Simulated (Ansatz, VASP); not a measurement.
## Cross-check of Al13Ru4 (Al13Ru4 (C2/m)) between VASP and Ansatz

Aim: how closely do two programs agree when they are given the same cell, functional and k mesh? The structure shown is the start of the Ansatz relaxation below; VASP solves that cell, so the two are compared at the walk's first step.

Calculated with Ansatz 0.2.0; plane waves, with VASP 6.6.1 beside it; single point at PBEsol.

## Step 1: Set-up

The cell holds 51 atoms: 39 Al and 12 Ru. Its edges and angles: a = 8.915 Å, b = 8.915 Å, c = 12.691 Å, α = 105.7°, β = 105.7°, γ = 54.5°.

## Step 2: Ansatz: relaxation, PBEsol

Ansatz runs on its PAW soft_1 files.

The two programs are compared at the cell with which this relaxation starts, whose forces are those of its first step.

Input file input.yaml:

```yaml
crystal:
  lattice:
    - [7.9262861, -4.0816768, 0.0]
    - [7.9262861, 4.0816768, 0.0]
    - [-3.8706478, 0.0, 12.08592]
  atoms:
    - { symbol: Al, position: [0.5, 0.5, 0.5] }
    - { symbol: Al, position: [0.74957562, 0.25042438, 0.0] }
    - { symbol: Al, position: [0.25042438, 0.74957562, 0.0] }
    - { symbol: Al, position: [0.06810315, 0.06810315, 0.17445518] }
    - { symbol: Al, position: [0.93189685, 0.93189685, 0.82554482] }
    - { symbol: Al, position: [0.32502967, 0.32502967, 0.2849224] }
    - { symbol: Al, position: [0.67497033, 0.67497033, 0.7150776] }
    - { symbol: Al, position: [0.23520436, 0.23520436, 0.5437163] }
    - { symbol: Al, position: [0.76479564, 0.76479564, 0.4562837] }
    - { symbol: Al, position: [0.07197923, 0.07197923, 0.58019158] }
    - { symbol: Al, position: [0.92802077, 0.92802077, 0.41980842] }
    - { symbol: Al, position: [0.23816638, 0.23816638, 0.95117469] }
    - { symbol: Al, position: [0.76183362, 0.76183362, 0.04882531] }
    - { symbol: Al, position: [0.48213621, 0.48213621, 0.82984874] }
    - { symbol: Al, position: [0.51786379, 0.51786379, 0.17015126] }
    - { symbol: Al, position: [0.31129791, 0.31129791, 0.77422355] }
    - { symbol: Al, position: [0.68870209, 0.68870209, 0.22577645] }
    - { symbol: Al, position: [0.08104841, 0.08104841, 0.78500402] }
    - { symbol: Al, position: [0.91895159, 0.91895159, 0.21499598] }
    - { symbol: Al, position: [0.96550888, 0.40631302, 0.10922504] }
    - { symbol: Al, position: [0.59368698, 0.03449112, 0.89077496] }
    - { symbol: Al, position: [0.03449112, 0.59368698, 0.89077496] }
    - { symbol: Al, position: [0.40631302, 0.96550888, 0.10922504] }
    - { symbol: Al, position: [0.1496244, 0.58412364, 0.10822288] }
    - { symbol: Al, position: [0.41587636, 0.8503756, 0.89177712] }
    - { symbol: Al, position: [0.8503756, 0.41587636, 0.89177712] }
    - { symbol: Al, position: [0.58412364, 0.1496244, 0.10822288] }
    - { symbol: Al, position: [0.95673822, 0.40111926, 0.33593524] }
    - { symbol: Al, position: [0.59888074, 0.04326178, 0.66406476] }
    - { symbol: Al, position: [0.04326178, 0.59888074, 0.66406476] }
    - { symbol: Al, position: [0.40111926, 0.95673822, 0.33593524] }
    - { symbol: Al, position: [0.25738348, 0.72484322, 0.33009766] }
    - { symbol: Al, position: [0.27515678, 0.74261652, 0.66990234] }
    - { symbol: Al, position: [0.74261652, 0.27515678, 0.66990234] }
    - { symbol: Al, position: [0.72484322, 0.25738348, 0.33009766] }
    - { symbol: Al, position: [0.1407517, 0.5871088, 0.48089577] }
    - { symbol: Al, position: [0.4128912, 0.8592483, 0.51910423] }
    - { symbol: Al, position: [0.8592483, 0.4128912, 0.51910423] }
    - { symbol: Al, position: [0.5871088, 0.1407517, 0.48089577] }
    - { symbol: Ru, position: [0.08539793, 0.08539793, 0.38265012] }
    - { symbol: Ru, position: [0.91460207, 0.91460207, 0.61734988] }
    - { symbol: Ru, position: [0.40191919, 0.40191919, 0.62497324] }
    - { symbol: Ru, position: [0.59808081, 0.59808081, 0.37502676] }
    - { symbol: Ru, position: [0.09155803, 0.09155803, 0.98748092] }
    - { symbol: Ru, position: [0.90844197, 0.90844197, 0.01251908] }
    - { symbol: Ru, position: [0.40081847, 0.40081847, 0.98453789] }
    - { symbol: Ru, position: [0.59918153, 0.59918153, 0.01546211] }
    - { symbol: Ru, position: [0.02140608, 0.61606339, 0.27798814] }
    - { symbol: Ru, position: [0.38393661, 0.97859392, 0.72201186] }
    - { symbol: Ru, position: [0.97859392, 0.38393661, 0.72201186] }
    - { symbol: Ru, position: [0.61606339, 0.02140608, 0.27798814] }
basis:
  ecutwfc: 420
  xc_grid: 2
hamiltonian:
  xc: pbesol
  pseudopotentials: { kind: paw, azcp: { folder: soft_1 }, xc_functional: pbe }
kpoints:
  mp_grid: { grid: [6, 6, 4] }
scf:
  occupations: { method: fermi_dirac, width: 0.05 }
  max_iter: 150
output:
  forces: true
  stress: true
relax:
  f_tol: 0.01
  max_steps: 60
  cell: {}
checkpoint:
  write: "../pbesol.run"
  compress: false
  write_wavefunctions: false
  write_every: 100000
```

Launch:

```console
$ ansatz run input.yaml --threads 4 --pin off --max-ram 6594MiB --backend cpu --events-out ev --progress --plain --runs-dir out
```

Numbers of over 12 decimals in the logs are rounded to 6 here.

The log of the run:

```text
Engine: ansatz 0.2.0, aarch64-unknown-linux-gnu
Pseudopotentials: kind: paw
Pseudopotential: Al, paw, valence charge 3, recommended cutoff 420 eV (normal), soft_1/Al.paw.azcp
Pseudopotential: Ru, paw, valence charge 16, recommended cutoff 420 eV (normal), soft_1/Ru.paw.azcp
Functional definition: PBEsol
  exchange = pbesol_x
  correlation = pbesol_c
Crystal: 51 atoms, lattice volume = 782.020 Å³
Basis set: ecut = 420 eV, 15283 PW (Γ), exchange–correlation on 120×120×180 points (8 copies of the dense FFT grid, shifted against one another)
Bands: 206, of which v1, the nominal top of the filled ones, is band 155 counted from 1 (154 counted from 0)
Symmetry: 4 space group operations
Space group: C2/m (ITA 12), of the structure as read, at distance tolerance 9.2e-5 Å
k-points: 47 of 144
Non-local potential: Al, projectors of the file, l = 0: 2, l = 1: 2, l = 2: 1
Non-local potential: Ru, projectors of the file, l = 0: 3, l = 1: 2, l = 2: 2, l = 3: 1
PAW form: soft (Blöchl's): semilocal exchange-correlation on the pseudo side does not see the compensation charge
PAW frozen core: Al, regenerated for the run's functional, and the local potential with it (the file was generated under x = pbe(κ = 0.804, μ = 0.219515), c = pbe(β = 0.066725))
PAW frozen core: Ru, regenerated for the run's functional, and the local potential with it (the file was generated under x = pbe(κ = 0.804, μ = 0.219515), c = pbe(β = 0.066725))
PAW one-centre angular grid: Al, 110 points (default); XC on 64 Gauss nodes
PAW one-centre angular grid: Ru, 590 points (default); XC on 64 Gauss nodes
Initial density: superposition of atomic densities (chi_scale 0.1, normalization cell, long waves kept (reshape's long-wave potential 0.08 eV rms))
Initial wavefunctions: pseudopotential atomic-orbital guess
Functional: x = pbesol(κ = 0.804, μ = 0.123457), c = pbesol(β = 0.046)
SCF iter   1: F=—  HF=-90301.516221 eV  |F-HF|=—  |Δ(HF+E_count)|=         —  Δρ=9.67e-2  dr2=9.67e1  ethr=3.10e-3  ⟨swp⟩=6.1  Hψ=39991  notcnv=0  defer=53
preconditioner: auto → Kerker (q_TF=auto, 2.337 Å⁻¹)  [metal: Δε(μ)=0.014 eV  Ē_g=6.593 eV  σ=0.050 eV  W_gap=0.07  n_scr=164 (ndim 8)  ℏωp=19.4 eV  f_vac=0.000  D(μ)=13.38/eV (n_scr^D=78)]
SCF iter   2: F=—  HF=-90285.871861 eV  |F-HF|=—  |Δ(HF+E_count)|=    1.56e1  Δρ=4.01e-2  dr2=1.58e1  ethr=3.10e-3  ⟨swp⟩=2.7  Hψ=18756  notcnv=0  defer=1571
SCF iter   3: F=—  HF=-90282.291581 eV  |F-HF|=—  |Δ(HF+E_count)|=    3.58e0  Δρ=8.63e-3  dr2=1.04e0  ethr=3.10e-3  ⟨swp⟩=2.3  Hψ=12847  notcnv=0  defer=1571
SCF iter   4: F=—  HF=-90282.017946 eV  |F-HF|=—  |Δ(HF+E_count)|=   2.74e-1  Δρ=1.92e-3  dr2=5.41e-2  ethr=3.36e-4  ⟨swp⟩=2.1  Hψ=11825  notcnv=0  defer=1632
SCF iter   5: F=—  HF=-90282.005768 eV  |F-HF|=—  |Δ(HF+E_count)|=   1.22e-2  Δρ=7.82e-4  dr2=6.78e-3  ethr=1.75e-5  ⟨swp⟩=2.0  Hψ=14758  notcnv=0  defer=1632
SCF iter   6: F=—  HF=-90282.004612 eV  |F-HF|=—  |Δ(HF+E_count)|=   1.16e-3  Δρ=1.44e-4  dr2=5.67e-4  ethr=2.19e-6  ⟨swp⟩=2.5  Hψ=14613  notcnv=0  defer=1632
SCF iter   7: F=—  HF=-90282.004537 eV  |F-HF|=—  |Δ(HF+E_count)|=   7.52e-5  Δρ=7.69e-5  dr2=8.44e-5  ethr=1.84e-7  ⟨swp⟩=2.5  Hψ=13010  notcnv=0  defer=1632
SCF iter   8: F=—  HF=-90282.005391 eV  |F-HF|=—  |Δ(HF+E_count)|=   8.54e-4  Δρ=1.28e-5  dr2=3.05e-6  ethr=2.73e-8  ⟨swp⟩=2.1  Hψ=14005  notcnv=0  defer=1632
SCF iter   9: F=—  HF=-90282.005390 eV  |F-HF|=—  |Δ(HF+E_count)|=   4.24e-7  Δρ=2.17e-6  dr2=1.73e-7  ethr=9.88e-10  ⟨swp⟩=2.6  Hψ=13192  notcnv=0  defer=1632
SCF iter  10: F=-90282.005390 eV  HF=-90282.005390 eV  |F-HF|=1.18e-8  |Δ(HF+E_count)|=   2.06e-8  Δρ=6.72e-7  dr2=1.33e-8  ethr=3.24e-11  ⟨swp⟩=3.0  Hψ=23297  notcnv=0
SCF 1 converged in 10 iterations: F = -90282.005390 eV  dr2 = 1.33e-8
  greatest PAW one-centre occupation: 1.000 electrons in one spin orbital (limit 2), on the Ru atom at site 42 (counted from 0), in its partial waves of l = 0
relax step   1: F+E_penalty+E_count = -90282.00539045 eV  Δ(F+E_penalty+E_count) = +0.000e0 eV  max|allowed force component| = 1.128e-1 eV/Å  Δτ_max = 0.0000 Å  P = -0.386 GPa  Ω = 782.020 Å³  (10 SCF iters, dr2 threshold 1.00e-7 eV, accepted)
Crystal: 51 atoms, lattice volume = 778.063 Å³
Basis set: ecut = 420 eV, 15213 PW (Γ), exchange–correlation on 120×120×180 points (8 copies of the dense FFT grid, shifted against one another)
Initial density: handed on by an earlier stage of this run
Initial wavefunctions: those handed on with the density
iter 1 solved again at ethr=4.13e-6 eV; its pass at ethr=3.10e-3 eV (dr2=1.28e-2 eV) is discarded
SCF iter   1: F=—  HF=-90282.035908 eV  |F-HF|=—  |Δ(HF+E_count)|=         —  Δρ=1.11e-3  dr2=1.39e-2  ethr=4.13e-6  ⟨swp⟩=3.3  Hψ=44535  notcnv=0  defer=1
[...]
SCF converged after 8 iterations
Free energy (F): -90282.036782 eV
Harris-Foulkes:  -90282.036782 eV  (|F-HF|=2.91e-11)
Internal energy: -90281.937435 eV  (E = F + TS)
E sigma→0 (E₀):  -90281.987109 eV
Entropy (-TS):   -0.099347 eV (-1.948 meV/atom)
Fermi energy:    11.150954 eV
--- Per-component energies (eV) ---
  E_band       = -2147.926939
  E_kinetic    = 6482.509708
  E_local      = -29983.580788  (includes V_loc(G=0)·N_el)
  E_nonlocal   = 5391.591049
  E_hartree    = 11663.682719
  E_xc         = -3518.542179
  E_vxc        = -3758.854697  (∫ρ·V_xc dr)
  E_paw        = -59114.275337  (= ΣΔE_a)
  E_vpaw       = -3606.965395  (= ΣTr[D̂ρ^β])
  E_aug_tail   = 0.007713  (compensation charges beyond the density's cutoff)
  E_ewald      = -21207.116304
  E_core_change = 3.785984  (= ΣΔE_core)
  E_smearing   = -0.099347  (= −TS)
  E_closure    = -0.000000  (closes the sum)
  Σ components = -90282.036782   (vs F -90282.036782, Δ=0.00e0)
--- Forces (eV/Å), atoms counted from 1 ---
  atom   1  Al    -0.00000000     0.00000000    -0.00000000
  atom   2  Al    -0.00000000    -0.00021627     0.00000000
  atom   3  Al     0.00000000     0.00021627    -0.00000000
  atom   4  Al    -0.00124832     0.00000000     0.00076916
  atom   5  Al     0.00124832    -0.00000000    -0.00076916
  atom   6  Al     0.00040120    -0.00000000    -0.00026397
  atom   7  Al    -0.00040120     0.00000000     0.00026397
  atom   8  Al     0.00020330    -0.00000000     0.00048204
  atom   9  Al    -0.00020330     0.00000000    -0.00048204
  atom  10  Al    -0.00189886     0.00000000    -0.00316705
  atom  11  Al     0.00189886    -0.00000000     0.00316705
  atom  12  Al     0.00078763    -0.00000000     0.00084882
  atom  13  Al    -0.00078763     0.00000000    -0.00084882
  atom  14  Al    -0.00009635     0.00000000     0.00144165
  atom  15  Al     0.00009635    -0.00000000    -0.00144165
  atom  16  Al     0.00665059    -0.00000000     0.00069667
  atom  17  Al    -0.00665059     0.00000000    -0.00069667
  atom  18  Al    -0.00527401     0.00000000     0.00000243
  atom  19  Al     0.00527401    -0.00000000    -0.00000243
  atom  20  Al    -0.00086736    -0.00112661    -0.00045809
  atom  21  Al     0.00086736    -0.00112661     0.00045809
  atom  22  Al     0.00086736     0.00112661     0.00045809
  atom  23  Al    -0.00086736     0.00112661    -0.00045809
  atom  24  Al    -0.00020035    -0.00245400    -0.00074058
[...]
atom  44  Ru     0.00096300    -0.00000000    -0.00114320
  atom  45  Ru    -0.00096300     0.00000000     0.00114320
  atom  46  Ru    -0.00173962     0.00000000     0.00159988
  atom  47  Ru     0.00173962    -0.00000000    -0.00159988
  atom  48  Ru     0.00201285     0.00056086    -0.00005403
  atom  49  Ru    -0.00201285     0.00056086     0.00005403
  atom  50  Ru    -0.00201285    -0.00056086     0.00005403
  atom  51  Ru     0.00201285    -0.00056086    -0.00005403
  max |Σ_I F_I| component: 1.73e-18 eV/Å
--- Stress (GPa, compression-positive) ---
       -0.002410      -0.000000      -0.001563
       -0.000000       0.006348      -0.000000
       -0.001563      -0.000000       0.004435
  P = ⅓ Tr σ = 0.0028 GPa (0.028 kbar)
--- Relaxed structure (5 steps of the walk, 5 accepted, 1 SCFs on fresh bases) ---
  F+E_penalty+E_count = -90282.03678220 eV   max|allowed force component| = 6.651e-3 eV/Å   (the final SCF, on the basis selected at the relaxed cell)
  cell:  # Å, volume = 779.7117 Å³
    - [7.913897, -4.075178, -0.000403695]
    - [7.913897, 4.075178, -0.000403695]
    - [-3.865213, -5.835361454593418e-19, 12.088548]
  atoms:
    - { symbol: Al, position: [0.500000, 0.500000, 0.500000] }
    - { symbol: Al, position: [0.749569, 0.250431, 0.0] }
    - { symbol: Al, position: [0.250431, 0.749569, 0] }
    - { symbol: Al, position: [0.067259, 0.067259, 0.174390] }
    - { symbol: Al, position: [0.932741, 0.932741, 0.825610] }
    - { symbol: Al, position: [0.322424, 0.322424, 0.282878] }
    - { symbol: Al, position: [0.677576, 0.677576, 0.717122] }
    - { symbol: Al, position: [0.235444, 0.235444, 0.540656] }
    - { symbol: Al, position: [0.764556, 0.764556, 0.459344] }
    - { symbol: Al, position: [0.072047, 0.072047, 0.580343] }
    - { symbol: Al, position: [0.927953, 0.927953, 0.419657] }
    - { symbol: Al, position: [0.238956, 0.238956, 0.954518] }
    - { symbol: Al, position: [0.761044, 0.761044, 0.045482] }
    - { symbol: Al, position: [0.481555, 0.481555, 0.829661] }
    - { symbol: Al, position: [0.518445, 0.518445, 0.170339] }
    - { symbol: Al, position: [0.310365, 0.310365, 0.773717] }
    - { symbol: Al, position: [0.689635, 0.689635, 0.226283] }
    - { symbol: Al, position: [0.082218, 0.082218, 0.785588] }
    - { symbol: Al, position: [0.917782, 0.917782, 0.214412] }
    - { symbol: Al, position: [0.966119, 0.405233, 0.109795] }
    - { symbol: Al, position: [0.594767, 0.033881, 0.890205] }
    - { symbol: Al, position: [0.033881, 0.594767, 0.890205] }
    - { symbol: Al, position: [0.405233, 0.966119, 0.109795] }
    - { symbol: Al, position: [0.151635, 0.582801, 0.108986] }
[...]
- { symbol: Al, position: [0.257951, 0.723429, 0.329507] }
    - { symbol: Al, position: [0.276571, 0.742049, 0.670493] }
    - { symbol: Al, position: [0.742049, 0.276571, 0.670493] }
    - { symbol: Al, position: [0.723429, 0.257951, 0.329507] }
    - { symbol: Al, position: [0.141737, 0.586575, 0.480313] }
    - { symbol: Al, position: [0.413425, 0.858263, 0.519687] }
    - { symbol: Al, position: [0.858263, 0.413425, 0.519687] }
    - { symbol: Al, position: [0.586575, 0.141737, 0.480313] }
    - { symbol: Ru, position: [0.085224, 0.085224, 0.383237] }
    - { symbol: Ru, position: [0.914776, 0.914776, 0.616763] }
    - { symbol: Ru, position: [0.401207, 0.401207, 0.624475] }
    - { symbol: Ru, position: [0.598793, 0.598793, 0.375525] }
    - { symbol: Ru, position: [0.091611, 0.091611, 0.987275] }
    - { symbol: Ru, position: [0.908389, 0.908389, 0.012725] }
    - { symbol: Ru, position: [0.400701, 0.400701, 0.984309] }
    - { symbol: Ru, position: [0.599299, 0.599299, 0.015691] }
    - { symbol: Ru, position: [0.021495, 0.616263, 0.278039] }
    - { symbol: Ru, position: [0.383737, 0.978505, 0.721961] }
    - { symbol: Ru, position: [0.978505, 0.383737, 0.721961] }
    - { symbol: Ru, position: [0.616263, 0.021495, 0.278039] }
```

(Part 1 of 2 ends here.)

[Lines on the potential files, build, host, timing and source positions are cut from VASP's logs without a mark.]

[Logs are printed without paths, hosts, clocks, repeated set-up lines and the standing remarks that a program may print on its own settings, such as how far it seeks lower states.]

[Hosts, paths, dates, database ids (printed as entryN), source tags and the programs' standing remarks are cut or masked in the printed files.]
